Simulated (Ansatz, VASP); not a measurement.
# Cross-check of As (arsenene monolayer) between VASP and Ansatz, part 2 of 2

One calculation is typed for both programs; each brings its own data sets. How far apart do they land? Of the first pair: The structure shown is the start of the Ansatz relaxation below; VASP solves that cell, so the two are compared at the walk's first step.

VASP 6.6.1 and Ansatz 0.2.0.

So far. Step 4 (Comparison): The forces differ by 48 meV/Å r.m.s., which is 115.2 % of the r.m.s. force of 0.042 eV/Å (both taken over all components). With vacuum in the cell, a pressure given here is an average over mostly empty space and none of the material.

## 6. Ansatz: relaxation, PBE with D3(BJ)

Level of this step: Ansatz beside VASP: Kohn-Sham DFT, plane waves, PBE with D3(BJ) (Ansatz).

This run makes the geometry at which the two programs are then compared.

The structure compared here is the end of the Ansatz relaxation.

File input.yaml:

```yaml
crystal:
  lattice:
    - [3.61, 0.0, 0.0]
    - [-1.805, 3.1263517077, 0.0]
    - [0.0, 0.0, 33.799999999]
  atoms:
    - { symbol: As, position: [0.6666666667, 0.3333333333, 0.4792899408] }
    - { symbol: As, position: [0.3333333333, 0.6666666667, 0.5207100592] }
  periodic: [true, true, false]
kpoints:
  mp_grid: { grid: [12, 12, 1] }
hamiltonian:
  xc: pbe
  dispersion: d3bj
scf:
  occupations: { method: fermi_dirac, width: 0.05 }
  convergence: { dr2_threshold: 1.0e-09 }
relax:
  f_tol: 0.004
  max_steps: 90
  cell: {}
output:
  write_potential: true
  write_density: true
  volumetric_format: npy
```

Run with:

```bash
ansatz run input.yaml --threads 2 --pin off --max-ram 3072MiB --backend cpu --events-out ev --progress --plain --runs-dir out
```

Numbers of over 12 decimals in the logs are rounded to 6 here.

The log of the run:

```text
[...]
Crystal: 2 atoms, lattice volume = 381.471 Å³
Basis set: ecut = 420 eV, 7373 PW (Γ), exchange–correlation on 50×50×480 points (8 copies of the dense FFT grid, shifted against one another)
Bands: 19, of which v1, the nominal top of the filled ones, is band 15 counted from 1 (14 counted from 0)
Symmetry: 12 space group operations
[...]
the weakly bound empty levels are not read free of the cell's end (no_gap_told)
--- Relaxed structure (4 steps of the walk, 4 accepted, 1 SCFs on fresh bases) ---
[...]
cell:  # Å, volume = 373.2033 Å³
    - [3.570665, 0.0, 0]
    - [-1.785332, 3.092286, 0]
    - [0, 0, 33.799999999]
  atoms:
    - { symbol: As, position: [0.666667, 0.333333, 0.479319] }
    - { symbol: As, position: [0.333333, 0.666667, 0.520681] }
[key lines of the parts left out:]
SCF converged after 4 iterations
Free energy (F): -9712.688790 eV
Fermi energy:    -4.514720 eV
P = ½ c Tr σ = -0.0009 N/m
```

## 7. VASP: single point, PBE with D3(BJ), relaxed cell, pair 2

The same cell, functional, mesh and smearing now go to VASP, with its own data sets.

File INCAR:

```
SYSTEM = As
PREC = Accurate
ENCUT = 400
EDIFF = 1E-06
NELM = 120
ISMEAR = -1
SIGMA = 0.05
LREAL = .FALSE.
ALGO = Normal
GGA = PE
IVDW = 12
NBANDS = 11
LORBIT = 11
LWAVE = .FALSE.
LCHARG = .FALSE.
ISIF = 2
LDIPOL = .TRUE.
IDIPOL = 3
DIPOL = 0.5 0.5 0.5
LVHAR = .TRUE.
LASPH = .TRUE.
GGA_COMPAT = .FALSE.
EFERMI = MIDGAP
NELMDL = -8
```

File POSCAR:

```
As
1.0
    3.5706647662      0.0000000000      0.0000000000
   -1.7853323831      3.0922863959      0.0000000000
    0.0000000000      0.0000000000     33.7999999990
As
2
Direct
    0.6666666667      0.3333333333      0.4793191638
    0.3333333334      0.6666666666      0.5206808362
```

File KPOINTS:

```
Automatic mesh
0
Gamma
12 12 1
0 0 0
```

Potentials, in the order of the species: As (PBE family, release 64).

Run with:

```bash
mpirun -np 1 vasp_std
```

The log of the run:

```text
[... set-up lines as in an earlier step ...]
 entering main loop
       N       E                     dE             d eps       ncg     rms          rms(c)
DAV:   1     0.621363218677E+02    0.62136E+02   -0.23301E+03   418   0.456E+02
DAV:   2    -0.309318577949E+01   -0.65230E+02   -0.57203E+02   693   0.825E+01
DAV:   3    -0.933708721756E+01   -0.62439E+01   -0.62351E+01   634   0.378E+01
DAV:   4    -0.939165108173E+01   -0.54564E-01   -0.54526E-01   632   0.432E+00
[...]
DAV:  20    -0.932820347475E+01   -0.44875E-05   -0.11693E-07   529   0.753E-04    0.197E-04
DAV:  21    -0.932820499065E+01   -0.15159E-05   -0.21837E-08   463   0.332E-04    0.113E-04
DAV:  22    -0.932820565922E+01   -0.66858E-06   -0.13174E-08   427   0.257E-04
   1 F= -.97518959E+01 E0= -.97518959E+01  d E =-.159563E-07
```

From OUTCAR (step 7):

```text
 Edisp (eV)   -0.42369

  Total       0.07631     0.07631     0.12398     0.00000     0.00000    -0.00000
  in kB       0.32759     0.32759     0.53223     0.00000     0.00000    -0.00000
  external pressure =        0.40 kB  Pullay stress =        0.00 kB

 POSITION                                       TOTAL-FORCE (eV/Angst)
 -----------------------------------------------------------------------------------
      1.78533      1.03076     16.20099        -0.000000      0.000000     -0.093542
      0.00000      2.06152     17.59901         0.000000     -0.000000      0.093542
 -----------------------------------------------------------------------------------
    total drift:                               -0.000000      0.000000      0.000000

  FREE ENERGIE OF THE ION-ELECTRON SYSTEM (eV)
  ---------------------------------------------------
  free  energy   TOTEN  =        -9.7518959178 eV

  energy  without entropy=       -9.7518959018  energy(sigma->0) =       -9.75189591

[... 1 part as in an earlier step ...]

[... 2 further parts left out ...]
[key lines of the parts left out:]
E-fermi :  -3.4051
```

## 8. Comparison

What differs besides the data sets and the points named for the pairs above, as far as they apply: the data sets hold 30 valence electrons in Ansatz (on its default PAW (the set named soft_2) files) and 10 in VASP. Total energies have different zeros and are not compared.

Both answers:

| quantity | Ansatz | VASP | difference |
| --- | --- | --- | --- |
| gap on the k mesh (eV) | 1.546 | 1.549 | -0.003 |

Forces (eV/Å; atoms numbered as in POSCAR):

| atom | Ansatz x, y, z | VASP x, y, z |
| --- | --- | --- |
| As1 | 0.000, 0.000, -0.002 | 0.000, 0.000, -0.094 |
| As2 | 0.000, 0.000, 0.002 | 0.000, 0.000, 0.094 |

The forces differ by 53 meV/Å r.m.s., where the r.m.s. force is 0.001 eV/Å in Ansatz and 0.054 eV/Å in VASP: the atoms lie near their places of rest in Ansatz, so a percentage would say little (all taken over all components). A gap on the mesh is an upper bound, since the band edges may lie between its points. With vacuum in the cell, a pressure given here is an average over mostly empty space and none of the material.

## 9. What came out

```yaml
r_m_s_force_difference_single_point_pbe_with_d3_bj_start_cell_pair_1: 48 meV/Å
r_m_s_force_difference_single_point_pbe_with_d3_bj_relaxed_cell_pair_2: 53 meV/Å
```

In words: The r.m.s. force difference is 53 meV/Å (single point, PBE with D3(BJ), relaxed cell, pair 2), beyond the 12 meV/Å picked in this series as the mark of a large difference. The data sets hold unlike numbers of valence electrons (30 in Ansatz and 10 in VASP), so part of the differences comes from the potentials. Single point, PBE with D3(BJ), start cell, pair 1, VASP with the data sets As_d and a cutoff of 520 eV: r.m.s. force difference goes from 48 to 15 meV/Å. What causes the difference of the single point, PBE with D3(BJ), relaxed cell, pair 2 pair stays open here. Such differences can come from data sets, numerical settings and the points named under the comparisons, not from the functional's error against experiment.

[Lines on the potential files, build, host, timing and source positions are cut from VASP's logs without a mark.]

[Logs are printed without paths, hosts, clocks, repeated set-up lines and the standing remarks that a program may print on its own settings, such as how far it seeks lower states.]

[Hosts, paths, dates, database ids (printed as entryN), source tags and the programs' standing remarks are cut or masked in the printed files.]
